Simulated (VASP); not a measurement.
Method: PW91 GGA, VASP's PBE PAW potentials (set 64) (plane waves; VASP).

A VASP calculation is set up with these files.

POSCAR:
```
Tl
1
    1.7741453774    -3.0729100468     0.0000000000
    1.7741453774     3.0729100468     0.0000000000
    0.0000000000     0.0000000000     5.5692086897
Tl
2
Direct
  0.3333330000   0.6666670000   0.2500000000
  0.6666670000   0.3333330000   0.7500000000
```

INCAR:
```
NSW  =  30   # most ionic steps
ALGO  =  Normal   # blocked Davidson
EDIFFG  =  -0.01
SIGMA  =  0.1   # width (eV)
LASPH  =  .TRUE.   # aspherical one-centre terms
GGA  =  91   # PW91
ENCUT  =  520   # plane-wave cut-off (eV)
LCHARG  =  .FALSE.
SYSTEM  =  Tl
LMAXMIX  =  4   # l cut-off of mixed one-centre charges
ISMEAR  =  1   # Methfessel-Paxton
IBRION  =  2
LREAL  =  .FALSE.
LWAVE  =  .FALSE.
NELM  =  100
PREC  =  Accurate
EDIFF  =  1E-7
ISIF  =  4   # ions and shape, fixed volume
```

**KPOINTS**
```
Automatic mesh
0
Gamma
12 12 7
0 0 0
```

POTCAR, in this order: Tl_d (PBE.64 set). Program: vasp_std.

What VASP printed:

### OUTCAR
```
 ion  position               nearest neighbor table
   1  0.333  0.667  0.250-   2 3.46   2 3.46   2 3.46   2 3.46   2 3.46   2 3.46
   2  0.667  0.333  0.750-   1 3.46   1 3.46   1 3.46   1 3.46   1 3.46   1 3.46
  LATTYP: Found a hexagonal cell.
 ALAT       =     3.5482908528
 C/A-ratio  =     1.5695468384
 Subroutine PRICEL returns:
 Original cell was already a primitive cell.
 Subroutine GETGRP returns: Found 24 space group operations
The static configuration has the point symmetry D_3d.
 The point group associated with its full space group is D_6h.
The dynamic configuration has the point symmetry D_3d.
 Subroutine INISYM returns: Found 24 space group operations
 Subroutine IBZKPT returns following result:
 Found     76 irreducible k-points:

 Following reciprocal coordinates:
            Coordinates               Weight
  0.000000  0.000000  0.000000      1.000000
  0.083333  0.000000  0.000000      6.000000
  0.166667  0.000000  0.000000      6.000000
  0.250000  0.000000  0.000000      6.000000
  0.333333  0.000000  0.000000      6.000000
  0.416667  0.000000  0.000000      6.000000
  0.500000  0.000000  0.000000      3.000000
...
```

File OSZICAR:
```
       N       E                     dE             d eps       ncg     rms          rms(c)
DAV:   1     0.127561552281E+03    0.12756E+03   -0.14396E+04  2584   0.144E+03
DAV:   2    -0.244504554383E+01   -0.13001E+03   -0.12839E+03  2719   0.293E+02
DAV:   3    -0.460549795796E+01   -0.21605E+01   -0.21439E+01  3062   0.339E+01
DAV:   4    -0.461857618349E+01   -0.13078E-01   -0.13073E-01  2874   0.263E+00
DAV:   5    -0.461874843709E+01   -0.17225E-03   -0.17225E-03  2961   0.305E-01    0.239E+00
DAV:   6    -0.454375456187E+01    0.74994E-01   -0.15920E-01  2688   0.334E+00    0.168E+00
DAV:   7    -0.453285541496E+01    0.10899E-01   -0.43387E-02  2704   0.174E+00    0.874E-01
DAV:   8    -0.453227137737E+01    0.58404E-03   -0.11198E-03  2696   0.280E-01    0.640E-02
DAV:   9    -0.453226789106E+01    0.34863E-05   -0.18786E-05  3154   0.384E-02    0.118E-02
DAV:  10    -0.453227277539E+01   -0.48843E-05   -0.49484E-06  2704   0.208E-02    0.307E-03
DAV:  11    -0.453227259046E+01    0.18492E-06   -0.58961E-08  1653   0.231E-03    0.443E-04
DAV:  12    -0.453227263621E+01   -0.45743E-07   -0.12522E-08  1404   0.964E-04
   1 F= -.45322726E+01 E0= -.45323620E+01  d E =-.453227E+01
       N       E                     dE             d eps       ncg     rms          rms(c)
DAV:   1    -0.454601963996E+01   -0.13747E-01   -0.52365E-01  2645   0.562E+00    0.473E-01
DAV:   2    -0.453841674937E+01    0.76029E-02   -0.47784E-03  2663   0.758E-01    0.287E-01
DAV:   3    -0.453445821724E+01    0.39585E-02   -0.74255E-03  2684   0.879E-01    0.323E-02
DAV:   4    -0.453447918331E+01   -0.20966E-04   -0.41556E-04  2677   0.192E-01    0.173E-02
DAV:   5    -0.453448001539E+01   -0.83208E-06   -0.44007E-06  3322   0.206E-02    0.280E-03
DAV:   6    -0.453447960655E+01    0.40884E-06   -0.72061E-07  2467   0.957E-03    0.296E-04
DAV:   7    -0.453447960813E+01   -0.15848E-08   -0.47303E-08  1372   0.180E-03
   2 F= -.45344796E+01 E0= -.45345832E+01  d E =-.220697E-02
       N       E                     dE             d eps       ncg     rms          rms(c)
DAV:   1    -0.457283450835E+01   -0.38355E-01   -0.16856E+00  2648   0.101E+01    0.846E-01
DAV:   2    -0.454895820305E+01    0.23876E-01   -0.14918E-02  2664   0.133E+00    0.515E-01
DAV:   3    -0.453623040301E+01    0.12728E-01   -0.23706E-02  2709   0.157E+00    0.571E-02
DAV:   4    -0.453629844149E+01   -0.68038E-04   -0.13014E-03  2652   0.339E-01    0.326E-02
DAV:   5    -0.453630252722E+01   -0.40857E-05   -0.12092E-05  3271   0.311E-02    0.535E-03
DAV:   6    -0.453630165687E+01    0.87036E-06   -0.18209E-06  2680   0.142E-02    0.797E-04
DAV:   7    -0.453630166230E+01   -0.54288E-08   -0.84991E-08  1493   0.271E-03
   3 F= -.45363017E+01 E0= -.45364232E+01  d E =-.402903E-02
```

### OUTCAR
```
------------------------ aborting loop because EDIFF is reached ----------------------------------------
  FORCE on cell =-STRESS in cart. coord.  units (eV):
  Direction    XX          YY          ZZ          XY          YZ          ZX
  --------------------------------------------------------------------------------------
  Total        0.3558897      0.3558898      0.3346815      0.0000000     -0.0000000      0.0000000
  in kB        9.3899548      9.3899556      8.8303874      0.0000000     -0.0000000      0.0000000
  external PRESSURE =       9.2034326 kB  Pullay stress =       0.0000000 kB
  volume of cell :       60.72
      direct lattice vectors                 reciprocal lattice vectors
     1.790098012 -3.100540828  0.000000000     0.279314315 -0.161262189  0.000000000
     1.790098012  3.100540828  0.000000000     0.279314315  0.161262189 -0.000000000
     0.000000000  0.000000000  5.470389863     0.000000000  0.000000000  0.182802328
 POSITION                                       TOTAL-FORCE (eV/Angst)
 -----------------------------------------------------------------------------------
      1.79010      1.03352      1.36760         0.000000     -0.000000      0.000000
      1.79010     -1.03352      4.10279        -0.000000      0.000000      0.000000
 -----------------------------------------------------------------------------------
    total drift:                                0.000019      0.000467      0.000011
  FREE ENERGIE OF THE ION-ELECTRON SYSTEM (eV)
  ---------------------------------------------------
  free  energy   TOTEN  =        -4.5363016623 eV

  energy  without entropy=       -4.5366661531  energy(sigma->0) =       -4.53642316

 reached required accuracy - stopping structural energy minimisation
```
(Selected blocks of OUTCAR.)

### CONTCAR
```
Tl
   1.00000000000000
     1.7900980119316474   -3.1005408281555522    0.0000000000000000
     1.7900980119316474    3.1005408281555522    0.0000000000000000
     0.0000000000000000    0.0000000000000000    5.4703898630123406
  Tl
     2
Direct
     0.3333330000000032    0.6666669999999968    0.2500000000000000
     0.6666669999999968    0.3333330000000032    0.7500000000000000
```

The compound is Tl in the hcp structure. This cell is one point of a volume scan, at 0.97 of the reference volume. Symmetry was kept, so distortions that lower it aren't found.
